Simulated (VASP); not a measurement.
Output of a VASP run:

**OSZICAR**
```
       N       E                     dE             d eps       ncg     rms          rms(c)
DAV:   1     0.784558427516E+02    0.78456E+02   -0.63243E+03   600   0.842E+02
DAV:   2    -0.154971653272E+02   -0.93953E+02   -0.92424E+02   604   0.307E+02
DAV:   3    -0.201911570736E+02   -0.46940E+01   -0.44924E+01   812   0.520E+01
DAV:   4    -0.202990395040E+02   -0.10788E+00   -0.10733E+00   770   0.891E+00
DAV:   5    -0.203022824416E+02   -0.32429E-02   -0.32425E-02   812   0.145E+00    0.792E+00
DAV:   6    -0.192937657068E+02    0.10085E+01   -0.52831E+00   930   0.251E+01    0.271E+00
DAV:   7    -0.192468003333E+02    0.46965E-01   -0.11538E-01   756   0.301E+00    0.163E+00
DAV:   8    -0.192224960428E+02    0.24304E-01   -0.40522E-02   808   0.169E+00    0.234E-01
DAV:   9    -0.192221871141E+02    0.30893E-03   -0.30421E-03   746   0.566E-01    0.982E-02
DAV:  10    -0.192221357471E+02    0.51367E-04   -0.19052E-04   828   0.136E-01    0.660E-02
DAV:  11    -0.192221348767E+02    0.87041E-06   -0.25591E-05   878   0.382E-02    0.288E-02
DAV:  12    -0.192221274288E+02    0.74478E-05   -0.40087E-05   892   0.749E-02    0.394E-03
DAV:  13    -0.192221273167E+02    0.11208E-06   -0.14228E-06   424   0.141E-02
   1 F= -.19222127E+02 E0= -.19220266E+02  d E =-.558441E-02
```

File OUTCAR:
```
------------------------ aborting loop because EDIFF is reached ----------------------------------------
  FORCE on cell =-STRESS in cart. coord.  units (eV):
  Direction    XX          YY          ZZ          XY          YZ          ZX
  --------------------------------------------------------------------------------------
  Total       -1.9218030     -1.9218030     -1.9218030      0.0000000     -0.0000000      0.0000000
  in kB      -42.2274262    -42.2274262    -42.2274262      0.0000000     -0.0000000      0.0000000
  external PRESSURE =     -42.2274262 kB  Pullay stress =       0.0000000 kB
  volume of cell :       72.92
      direct lattice vectors                 reciprocal lattice vectors
     4.177742000  0.000000000  0.000000000     0.239363752  0.000000000  0.000000000
     0.000000000  4.177742000  0.000000000     0.000000000  0.239363752  0.000000000
     0.000000000  0.000000000  4.177742000     0.000000000  0.000000000  0.239363752
 POSITION                                       TOTAL-FORCE (eV/Angst)
 -----------------------------------------------------------------------------------
      0.00000      0.00000      0.00000         0.000000      0.000000      0.000000
      2.08887      0.00000      2.08887         0.000000      0.000000      0.000000
      0.00000      2.08887      2.08887         0.000000      0.000000      0.000000
      2.08887      2.08887      0.00000         0.000000      0.000000      0.000000
 -----------------------------------------------------------------------------------
    total drift:                               -0.000000      0.000000      0.000000
  FREE ENERGIE OF THE ION-ELECTRON SYSTEM (eV)
  ---------------------------------------------------
  free  energy   TOTEN  =       -19.2221273167 eV

  energy  without entropy=      -19.2165429062  energy(sigma->0) =      -19.22026585
```
(Selected blocks of OUTCAR.)

**POSCAR**
```
ScAl3
1
    4.1777420000     0.0000000000     0.0000000000
    0.0000000000     4.1777420000     0.0000000000
    0.0000000000     0.0000000000     4.1777420000
Sc Al
1 3
Direct
  0.0000000000   0.0000000000   0.0000000000
  0.5000000000   0.0000000000   0.5000000000
  0.0000000000   0.5000000000   0.5000000000
  0.5000000000   0.5000000000   0.0000000000
```

Question: Reconstruct the remaining input files.

Answer: Several could match; the one computed here: the input of the run itself, PBE GGA, plane waves, VASP's PBE PAW potentials (set 64).

**INCAR**
```
! general
SYSTEM  = ScAl3
PREC    = Accurate
ENCUT   = 300   ! plane-wave cut-off (eV)
LREAL   = F
LASPH   = T

! electronic loop
EDIFF   = 1E-6   ! SCF stop (eV)
NELM    = 100   ! most electronic steps
ALGO    = Normal   ! blocked Davidson
LMAXMIX = 4

! smearing
ISMEAR  = 1   ! Methfessel-Paxton
SIGMA   = 0.1   ! width (eV)

! functional
GGA     = PE

! ions
ISIF    = 2   ! forces and stress, cell fixed

! output
LWAVE   = F
LCHARG  = F
```

File KPOINTS:
```
Automatic mesh
0
Gamma
6 6 6
0 0 0
```

POTCAR, in this order: Sc_sv Al (PBE.64 set). Program: vasp_std.

At this cut-off the stress carries a Pulay error, which pulls relaxed volumes low.

The structure comes from a computed database's ScAl3 entry; how it stands against other phases isn't given here. The cell was not relaxed at this level.
